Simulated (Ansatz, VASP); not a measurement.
# Cross-check of SiGe between VASP and Ansatz, part 2 of 2

Aim: how closely do two programs agree when they are given the same cell, functional and k mesh? The cell is generated by rule, not measured, and may not be a known phase. Of the first pair: The two relaxations start from unlike cells of this crystal (the structure described is Ansatz's start), so only their ends are compared.

VASP 6.6.1 and Ansatz 0.2.0.

So far: The starting structure; VASP: relaxation of cell and atoms, PBEsol, pair 1; Ansatz: relaxation of cell and atoms, PBEsol, pair 1; Comparison; Ansatz: relaxation of cell and atoms, PBEsol, pair 2.

### Step 6. VASP: relaxation of cell and atoms, PBEsol, pair 2

Level of this step: PBEsol; plane waves and PAW (Si, Ge_d); invented cell (VASP).

The same cell, functional, mesh and smearing now go to VASP, with its own data sets.

Input file INCAR:

```
SYSTEM = SiGe
PREC = Accurate
ENCUT = 500
EDIFF = 1E-07
NELM = 120
ISMEAR = 1
SIGMA = 0.15
LREAL = .FALSE.
ALGO = Normal
GGA = PS
NBANDS = 24
LORBIT = 11
LWAVE = .FALSE.
LCHARG = .FALSE.
ISIF = 3
IBRION = 2
NSW = 80
EDIFFG = -0.005
LASPH = .TRUE.
GGA_COMPAT = .FALSE.
NELMIN = 4
KPAR = 2
```

Input file POSCAR:

```
SiGe
1.0
    4.2203350000     -0.0000030000      0.0000000000
   -2.1101650000      3.6549190000      0.0000000000
    0.0000000000      0.0000000000      5.3603730000
Si Ge
2 2
Direct
    0.3333333211      0.6666664843      0.2499999534
    0.6666665421      0.3333332421      0.7500000466
    0.6666665421      0.3333332421      0.2499999534
    0.3333333211      0.6666664843      0.7500000466
```

Input file KPOINTS:

```
Automatic mesh
0
Gamma
12 12 8
0 0 0
```

Potentials, in the order of the species: Si and Ge_d (PBE family, release 64).

On the command line:

```console
$ mpirun -np 2 vasp_std
```

Numbers of over 12 decimals in the logs are rounded to 6 here.

The log of the run:

```text
[banner, memory and clock lines left out]
running    2 mpi-ranks, on    1 nodes
[...]
[... a notice as in an earlier step ...]

 LDA part: xc-table for (Slater+PW92), standard interpolation
 POSCAR, INCAR and KPOINTS ok, starting setup
[...]
entering main loop
       N       E                     dE             d eps       ncg     rms          rms(c)
DAV:   1     0.256571945209E+03    0.25657E+03   -0.17696E+04  5296   0.314E+03
DAV:   2     0.195774759547E+02   -0.23699E+03   -0.23088E+03  4648   0.682E+02
DAV:   3    -0.187260350915E+02   -0.38304E+02   -0.37978E+02  5720   0.156E+02
DAV:   4    -0.201790974140E+02   -0.14531E+01   -0.14525E+01  5344   0.346E+01
[...]
DAV:  11    -0.199981694707E+02   -0.36584E-05   -0.58617E-06  5528   0.197E-02    0.230E-03
DAV:  12    -0.199981697019E+02   -0.23125E-06   -0.88757E-07  6064   0.146E-02    0.940E-04
DAV:  13    -0.199981697079E+02   -0.59990E-08   -0.75483E-08  3768   0.253E-03
   1 F= -.19998170E+02 E0= -.19997857E+02  d E =-.199982E+02
[...]
N       E                     dE             d eps       ncg     rms          rms(c)
DAV:   1    -0.199983581949E+02   -0.18849E-03   -0.27918E-03  5944   0.691E-01    0.741E-02
DAV:   2    -0.199982411206E+02    0.11707E-03   -0.23992E-04  5960   0.248E-01    0.422E-02
DAV:   3    -0.199981898889E+02    0.51232E-04   -0.98136E-05  6432   0.147E-01    0.710E-03
DAV:   4    -0.199981899022E+02   -0.13296E-07   -0.17556E-05  5544   0.549E-02    0.403E-03
DAV:   5    -0.199981900900E+02   -0.18784E-06   -0.45186E-07  5480   0.755E-03    0.148E-03
DAV:   6    -0.199981901990E+02   -0.10894E-06   -0.99098E-08  3056   0.475E-03    0.246E-04
DAV:   7    -0.199981902111E+02   -0.12178E-07   -0.13735E-08  2936   0.114E-03
   2 F= -.19998190E+02 E0= -.19997892E+02  d E =-.205032E-04
 trial-energy change:   -0.000021  1 .order   -0.000018   -0.000028   -0.000008
 step:   1.2097(harm=  1.4038)  dis= 0.00000  next Energy=   -19.998191 (dE=-0.214E-04)
 reached required accuracy - stopping structural energy minimisation
```

Parts of OUTCAR (step 6):

```text
  Total       -0.0070372     -0.0070372      0.0123761      0.0000000      0.0000000      0.0000000
  in kB       -0.1364361     -0.1364361      0.2399444      0.0000000      0.0000000      0.0000000
  external PRESSURE =      -0.0109759 kB  Pullay stress =       0.0000000 kB

 POSITION                                       TOTAL-FORCE (eV/Angst)
 -----------------------------------------------------------------------------------
      0.00000      2.43568      1.34038         0.000000     -0.000000     -0.000000
      2.10936      1.21784      4.02115         0.000000     -0.000000      0.000000
      2.10936      1.21784      1.34038        -0.000000      0.000000     -0.000000
      0.00000      2.43568      4.02115         0.000000     -0.000000      0.000000
 -----------------------------------------------------------------------------------
    total drift:                                0.000030      0.000552      0.000096

  FREE ENERGIE OF THE ION-ELECTRON SYSTEM (eV)
  ---------------------------------------------------
  free  energy   TOTEN  =       -19.9981902111 eV

  energy  without entropy=      -19.9972951629  energy(sigma->0) =      -19.99789186

[... 1 part as in an earlier step ...]

[... 3 further parts left out ...]
[key lines of the parts left out:]
E-fermi :   5.4638
```

### Step 7. Comparison

Compared:

```csv
quantity,Ansatz,VASP,difference
volume (Å³),82.67,82.64,+0.04 %
"edge a after relaxation, in the typed setting (Å)",4.220,4.219,+0.03 %
"edge c after relaxation, in the typed setting (Å)",5.360,5.362,-0.02 %
```

### Step 8. VASP: relaxation of cell and atoms, PBEsol, pair 3

The relaxed volume is the usual yardstick between codes: in a stiff, nearly cubic crystal its relative difference is about their pressure difference at one cell divided by the bulk modulus.

Edit INCAR of step 6 so:

```diff
@@ -5,4 +5,4 @@
 NELM = 120
-ISMEAR = 1
-SIGMA = 0.15
+ISMEAR = 0
+SIGMA = 0.1
 LREAL = .FALSE.
```

Input file POSCAR:

```
SiGe
1.0
    4.1774850000     -0.0000030000      0.0000000000
   -2.0887400000      3.6178100000      0.0000000000
    0.0000000000      0.0000000000      5.4643400000
Si Ge
2 2
Direct
    0.3333333671      0.6666665745      0.2500000000
    0.6666668723      0.3333334255      0.7500000000
    0.6666668723      0.3333334255      0.2500000000
    0.3333333671      0.6666665745      0.7500000000
```

KPOINTS is that of step 6.

On the command line:

```console
$ mpirun -np 2 vasp_std
```

The log of the run:

```text
[... set-up lines as in an earlier step ...]
 entering main loop
       N       E                     dE             d eps       ncg     rms          rms(c)
DAV:   1     0.258125477544E+03    0.25813E+03   -0.17758E+04  5272   0.316E+03
DAV:   2     0.195593132603E+02   -0.23857E+03   -0.23189E+03  4696   0.679E+02
DAV:   3    -0.186716788538E+02   -0.38231E+02   -0.37863E+02  5696   0.156E+02
DAV:   4    -0.201684030202E+02   -0.14967E+01   -0.14961E+01  5248   0.353E+01
[...]
DAV:  11    -0.199796658148E+02   -0.34128E-05   -0.65908E-06  5616   0.233E-02    0.289E-03
DAV:  12    -0.199796661013E+02   -0.28649E-06   -0.11435E-06  6192   0.162E-02    0.104E-03
DAV:  13    -0.199796661186E+02   -0.17352E-07   -0.87202E-08  3912   0.229E-03
   1 F= -.19979666E+02 E0= -.19976072E+02  d E =-.199797E+02
[... from here on, the cycles between the ionic steps are left out ...]
   2 F= -.20001730E+02 E0= -.19997646E+02  d E =-.220638E-01
   3 F= -.20001732E+02 E0= -.19997664E+02  d E =-.220660E-01
   4 F= -.20001728E+02 E0= -.19997695E+02  d E =-.220622E-01
   5 F= -.20001842E+02 E0= -.19997767E+02  d E =-.113960E-03
   6 F= -.20001871E+02 E0= -.19997809E+02  d E =-.142681E-03
[...]
reached required accuracy - stopping structural energy minimisation
```

From OUTCAR (step 8):

```text
  Total        0.0115375      0.0115375     -0.0107889     -0.0000000     -0.0000000      0.0000000
  in kB        0.2236915      0.2236915     -0.2091774     -0.0000000     -0.0000000      0.0000000
  external PRESSURE =       0.0794019 kB  Pullay stress =       0.0000000 kB

 POSITION                                       TOTAL-FORCE (eV/Angst)
 -----------------------------------------------------------------------------------
      0.00000      2.43514      1.34095        -0.000000     -0.000000      0.000000
      2.10890      1.21757      4.02285        -0.000000     -0.000000      0.000000
      2.10890      1.21757      1.34095         0.000000     -0.000000      0.000000
      0.00000      2.43514      4.02285        -0.000000      0.000000      0.000000
 -----------------------------------------------------------------------------------
    total drift:                               -0.000373      0.000038     -0.000025

  FREE ENERGIE OF THE ION-ELECTRON SYSTEM (eV)
  ---------------------------------------------------
  free  energy   TOTEN  =       -20.0018710290 eV

  energy  without entropy=      -19.9937470460  energy(sigma->0) =      -19.99780904

[... 2 parts as in an earlier step ...]

[... 2 further parts left out ...]
[key lines of the parts left out:]
E-fermi :   5.4641
```

### Step 9. Ansatz: relaxation of cell and atoms, PBEsol, pair 3

The same cell, functional, mesh and smearing now go to Ansatz, which takes its cutoff from its data sets.

The cell is taken from a series of runs on this material, whose earlier steps may have relaxed, scaled, displaced or heated it; both programs get it as it stands.

Input file input.yaml:

```yaml
crystal:
  lattice:
    - [4.1774851865, -3.1533e-06, 0.0]
    - [-2.0887398624, 3.6178098721, 0.0]
    - [0.0, 0.0, 5.4643395579]
  atoms:
    - { symbol: Si, position: [0.3333333333, 0.6666666667, 0.25] }
    - { symbol: Si, position: [0.6666666667, 0.3333333333, 0.75] }
    - { symbol: Ge, position: [0.6666666667, 0.3333333333, 0.25] }
    - { symbol: Ge, position: [0.3333333333, 0.6666666667, 0.75] }
kpoints:
  mp_grid: { grid: [12, 12, 8] }
hamiltonian:
  xc: pbesol
scf:
  occupations: { method: gaussian, width: 0.1 }
output:
  forces: true
  stress: true
  eigenvalues: true
relax:
  adjacent_minimum: "off"
  f_tol: 0.005
  max_steps: 80
  cell: { stress_tol: 0.05 }
```

On the command line:

```console
$ ansatz run input.yaml --threads 4 --pin off --max-ram 7168MiB --backend cpu --events-out ev --progress --plain --runs-dir out
```

The log of the run:

```text
[...]
Crystal: 4 atoms, lattice volume = 82.584 Å³
Basis set: ecut = 420 eV, 1597 PW (Γ), exchange–correlation on 60×60×80 points (8 copies of the dense FFT grid, shifted against one another)
Bands: 22, of which v1, the nominal top of the filled ones, is band 18 counted from 1 (17 counted from 0)
Symmetry: 24 space group operations
[...]
k-points: 95 of 1152
[...]
cell:  # Å, volume = 82.6836 Å³
    - [4.220335, -3.185651283578628e-6, 0]
    - [-2.110165, 3.654919, -5.870269922137532e-19]
    - [0, -8.86645492303632e-19, 5.360373]
  atoms:
    - { symbol: Si, position: [0.333333, 0.666667, 0.25] }
    - { symbol: Si, position: [0.666667, 0.333333, 0.750000] }
    - { symbol: Ge, position: [0.666667, 0.333333, 0.25] }
    - { symbol: Ge, position: [0.333333, 0.666667, 0.750000] }
[key lines of the parts left out:]
SCF converged after 5 iterations
Free energy (F): -9748.612664 eV
Fermi energy:    7.609024 eV
P = ⅓ Tr σ = -0.0071 GPa (-0.071 kbar)
```

### Step 10. Differences

Both answers:

```csv
quantity,Ansatz,VASP,difference
volume (Å³),82.68,82.64,+0.06 %
"edge a after relaxation, in the typed setting (Å)",4.220,4.218,+0.06 %
"edge c after relaxation, in the typed setting (Å)",5.360,5.364,-0.06 %
```

### Step 11. Results

```yaml
difference_in_edge_c_after_relaxation_in_the_typed_setting_relaxation_of_cell_and_atoms_pbesol_pair_1: -0.22 %
difference_in_volume_relaxation_of_cell_and_atoms_pbesol_pair_2: 0.042 %
difference_in_edge_c_after_relaxation_in_the_typed_setting_relaxation_of_cell_and_atoms_pbesol_pair_3: -0.063 %
```

In words: The difference in edge c after relaxation, in the typed setting is -0.22 % (relaxation of cell and atoms, PBEsol, pair 1), within the 1.2 % picked in this series as the mark of a large difference, as far as the stopping tolerances let one tell. Such differences can come from data sets, numerical settings and the points named under the comparisons, not from the functional's error against experiment.

[Lines on the potential files, build, host, timing and source positions are cut from VASP's logs without a mark.]

[Logs are printed without paths, hosts, clocks, repeated set-up lines and the standing remarks that a program may print on its own settings, such as how far it seeks lower states.]

[Hosts, paths, dates, database ids (printed as entryN), source tags and the programs' standing remarks are cut or masked in the printed files.]
